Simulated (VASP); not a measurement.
Consider the following.

```
P
1.0
    1.65875    -5.07755     0.00000
    1.65875     5.07755     0.00000
    0.00000     0.00000     4.16783
P
4
Cartesian
  1.65875   3.99563   3.86629
  1.65875   1.08192   1.78237
  1.65875  -1.08192   2.38545
  1.65875  -3.99563   0.30154
```

The numbers are results of PBE GGA with D3 dispersion (Becke-Johnson damping), VASP's PBE PAW potentials (set 64) (plane waves; VASP 6.6.1), not measurements. Run with 520 eV cut-off, Gaussian smearing of 0.050 eV, potentials P.

### Question
Give the energies of bands 4 to 13 at the high-symmetry points, in eV from the Fermi level.

### Answer

```json
[
 {"band": "4", "Γ": "-7.42", "Y": "-5.86", "C0": "-9.18", "Z": "-8.91", "A0": "-10.36", "T": "-10.04", "S": "-10.21", "R": "-10.43"},
 {"band": "5", "Γ": "-5.21", "Y": "-5.83", "C0": "-5.39", "Z": "-5.27", "A0": "-6.81", "T": "-3.28", "S": "-5.14", "R": "-6.00"},
 {"band": "6", "Γ": "-4.34", "Y": "-5.38", "C0": "-4.82", "Z": "-5.27", "A0": "-6.81", "T": "-3.28", "S": "-5.14", "R": "-6.00"},
 {"band": "7", "Γ": "-4.18", "Y": "-4.47", "C0": "-3.75", "Z": "-3.19", "A0": "-4.82", "T": "-2.50", "S": "-3.32", "R": "-5.87"},
 {"band": "8", "Γ": "-2.97", "Y": "-2.26", "C0": "-3.34", "Z": "-3.19", "A0": "-4.82", "T": "-2.50", "S": "-3.32", "R": "-5.87"},
 {"band": "9", "Γ": "-2.77", "Y": "-1.89", "C0": "-2.96", "Z": "-0.97", "A0": "-2.26", "T": "-1.35", "S": "-2.77", "R": "-2.19"},
 {"band": "10", "Γ": "-1.50", "Y": "-0.43", "C0": "-2.22", "Z": "-0.97", "A0": "-2.26", "T": "-1.35", "S": "-2.77", "R": "-2.19"},
 {"band": "11", "Γ": "0.92", "Y": "0.38", "C0": "0.46", "Z": "1.38", "A0": "2.00", "T": "1.25", "S": "0.71", "R": "1.51"},
 {"band": "12", "Γ": "1.15", "Y": "0.56", "C0": "0.59", "Z": "1.38", "A0": "2.00", "T": "1.25", "S": "0.71", "R": "1.51"},
 {"band": "13", "Γ": "1.79", "Y": "2.38", "C0": "1.14", "Z": "2.13", "A0": "4.06", "T": "2.66", "S": "1.00", "R": "4.64"}
]
```

It has no gap at this level: it comes out as a metal or semimetal.

Measured: gap 0.35 eV (computed value off by -0.35 eV), as given by Das et al., (2018), arXiv:1807.05623.

The compound is P in the black structure. It was relaxed first, which changed the volume by -8 %.
